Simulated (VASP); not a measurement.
Crystal: Mg3CdSe2O2.

```
CELL_PARAMETERS angstrom
4.13003 0.00000 0.00000
0.00000 4.13003 0.00000
0.00000 0.00000 9.50720
ATOMIC_POSITIONS crystal
Mg 0.50000 0.50000 0.68210
Mg 0.50000 0.50000 0.31790
Mg 0.00000 0.00000 0.50000
Cd 0.00000 0.00000 0.00000
Se 0.00000 0.50000 0.00000
Se 0.50000 0.00000 0.00000
O 0.50000 0.50000 0.06596
O 0.50000 0.50000 0.93404
```

The cell was built by a generator and needn't be a form met in nature.

| Item | Value |
| --- | --- |
| Program | VASP 6.6.1 |
| Task | relaxation of cell and atoms |
| Functional | PBE |
| Potentials or basis | VASP PAW PBE potentials, release 64 (Mg, Cd, Se, O) |
| Cutoff | 520 eV |
| k mesh | 4 × 4 × 2 |
| Occupations | gaussian, width 0.15 eV |
| Spin | no spin polarisation |

At the start: pressure 49.3 GPa; volume 20.27 Å³/atom.

Q: How do energy, volume and symmetry change on relaxing?

A: Over 15 steps the energy falls by 1903.3 meV/atom and the volume is 27.48 Å³/atom (+35.6 %); space group P4/mmm (No. 123, to 0.05 Å).

The path:
```tsv
step	energy change (eV)	largest force (eV/Å)	pressure (GPa)	volume (Å³)
1	0.0000	14.4188	49.26	162.17
2	-10.6688	0.2420	-8.62	349.97
3	-14.0214	2.7480	-3.05	249.09
4	-14.0401	2.5656	-3.65	253.54
5	-14.0353	2.6514	-3.28	251.47
6	-14.8277	1.0432	-0.16	233.49
7	-14.8281	0.9561	-0.22	233.86
8	-14.9130	0.8631	-0.24	231.45
9	-15.1269	0.5114	0.07	224.29
10	-15.0165	1.5838	1.44	210.15
11	-15.1956	0.2814	0.40	220.22
12	-15.2128	0.1951	0.57	216.31
13	-15.2158	0.1886	0.63	217.39
14	-15.2124	0.1840	-0.44	222.76
15	-15.2264	0.0262	0.06	219.87
```

Final structure:
```cif
data_structure
_symmetry_space_group_name_H-M 'P 1'
_symmetry_Int_Tables_number 1
_cell_length_a 4.9666
_cell_length_b 4.9666
_cell_length_c 8.9133
_cell_angle_alpha 90.000
_cell_angle_beta 90.000
_cell_angle_gamma 90.000
_cell_volume 219.87
loop_
_atom_site_label
_atom_site_type_symbol
_atom_site_fract_x
_atom_site_fract_y
_atom_site_fract_z
_atom_site_occupancy
Mg1 Mg 0.50000 0.50000 0.65753 1
Mg2 Mg 0.50000 0.50000 0.34247 1
Mg3 Mg 0.00000 0.00000 0.50000 1
Cd1 Cd 0.00000 0.00000 0.00000 1
Se1 Se 0.00000 0.50000 0.00000 1
Se2 Se 0.50000 0.00000 0.00000 1
O1 O 0.50000 0.50000 0.13303 1
O2 O 0.50000 0.50000 0.86697 1
```

Caveat: the k mesh is coarse (spacing up to 0.38 Å⁻¹), so the values aren't converged; the standard files for N, O and F lose accuracy on very short bonds; the volume moved by over 15 % at a fixed basis, so the end points are rough.
